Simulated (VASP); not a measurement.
AlB2Sb3, 6 atoms in the cell. The structure is trigonal, space group P3m1 (No. 156). Conventional cell: a = 3.924 Å, b = 3.924 Å, c = 9.921 Å, α = 90.00°, β = 90.00°, γ = 120.00°. Al (site symmetry 3m) has 4 Sb at 2.56 to 2.69 Å as nearest neighbours. B (site symmetry 3m) has 4 Sb at 2.29 to 2.38 Å as nearest neighbours. Around B (site symmetry 3m) lie 4 Sb at 2.30 to 2.37 Å. Around Sb (site symmetry 3m) lie 4 B at 2.29 to 2.37 Å. Sb (site symmetry 3m) is surrounded by 3 B at 2.38 Å and 1 Al at 2.69 Å. Around Sb (site symmetry 3m) lie 1 B at 2.30 Å and 3 Al at 2.56 Å. The cell was built by a generator and needn't be a form met in nature.

* Program: VASP 6.6.1
* Task: relaxation of cell and atoms
* Functional: PBE
* Potentials or basis: VASP PAW PBE potentials, release 64 (Al, B, Sb)
* Cutoff: 520 eV
* k mesh: 8 × 8 × 4
* Occupations: gaussian, width 0.1 eV
* Spin: no spin polarisation
* Further INCAR settings: ALGO = Normal; EDIFF = 1e-07; IBRION = 2; POTIM = 0.3; EDIFFG = -0.005; NSW = 60; ISIF = 3

Potentials or basis: VASP PAW PBE potentials, release 64 (Al, B, Sb).

The run is started by

```bash
$ cat potpaw_PBE.64/Al/POTCAR potpaw_PBE.64/B/POTCAR potpaw_PBE.64/Sb/POTCAR > POTCAR
$ mpirun -np 4 vasp_std > vasp.out
```

Hardware: 4 MPI ranks on Intel(R) Xeon(R) Platinum 8488C (Sapphire Rapids) (shared host).

Q: How long does it take, and how much memory?

A: It took 32 s on 4 MPI ranks on Intel(R) Xeon(R) Platinum 8488C (Sapphire Rapids), with other jobs on the host, peak memory 0.3 GiB a rank. Counts: scf iterations 19, k points 35, ion steps 2.
